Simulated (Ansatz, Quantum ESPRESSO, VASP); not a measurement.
One structure in several programs: HfNi (P1, 4 atoms in the cell)

Self-consistent single point, at a second geometry (lattice scaled by 0.98). First geometry:

```
HfNi
1.0
    1.60093    -4.91694     0.00000
    1.60093     4.91694     0.00000
    0.00000     0.00000     4.03489
Hf Ni
2 2
Direct
  0.85959   0.13978   0.74521
  0.14608   0.86198   0.24918
  0.57669   0.40886   0.75596
  0.41764   0.58938   0.24965
```

Shared settings, as Ansatz (an electronic-structure program) writes them: kpoints.mp_grid.grid = 6 6 5; scf.occupations.method = fermi_dirac; scf.occupations.width = 0.1 eV. Potentials and cutoffs stand in the table.

```
code                                                             model  ΔF from the first geometry (meV/atom)  pressure (GPa)  largest force (eV/Å)   cutoff
----------------  ----------------------------------------------------  -------------------------------------  --------------  --------------------  -------
Quantum ESPRESSO  PBEsol, GBRV 1.5 ultrasoft (PBESOL) pseudopotentials                                   19.1            8.95                 0.348    50 Ry
VASP                        PBEsol, VASP's PBE PAW potentials (set 64)                                   14.5            7.54                 0.341   300 eV
Ansatz                                 PBEsol, PAW files made with PBE                                   20.0            9.12                 0.354  default
```

For VASP (by 0.4 GPa) the energy change implies a higher mean pressure, against the two pressures, than for the other programs: a sign of finite-basis (Pulay) stress.

Size of the force on each atom (eV/Å): Sizes of forces hide their directions.

```csv
code,Hf1,Hf2,Ni3,Ni4
Quantum ESPRESSO,0.193,0.247,0.348,0.257
VASP,0.186,0.252,0.341,0.249
Ansatz,0.202,0.241,0.354,0.275
```

On Ansatz's run: spin-orbit coupling is off. Spin polarisation is off.

The spread over the programs that give each value: ΔF from the first geometry within 5.5 meV/atom; pressure within 1.58 GPa; largest force within 0.013 eV/Å.

Ansatz's pressure is given at a fixed set of plane waves, as the other plane-wave codes print theirs; with its correction for the finite basis it is 9.20 GPa. In the pressure, VASP (by 1.41) lies more than 1 GPa from the median of the plane-wave programs.

The shared mesh is coarse (it stands for a supercell whose shortest vector is 19 Å), so the values are not converged in it.

VASP's run is marked for a possible Pulay error in its stress at this cutoff; no cutoff test was made.

The starting cell comes from a database of computed structures (which also holds hypothetical and non-ambient phases and stackings), without a prior relaxation at this level. Its atoms were displaced at random from the sites of space group no. 63. For this run, on top of that: lattice scaled by 0.98.

Left out of this page: GPAW, CP2K, Elk, FLEUR and SIESTA (not drawn, or without a comparable value).

Keys are those of Ansatz 0.2.
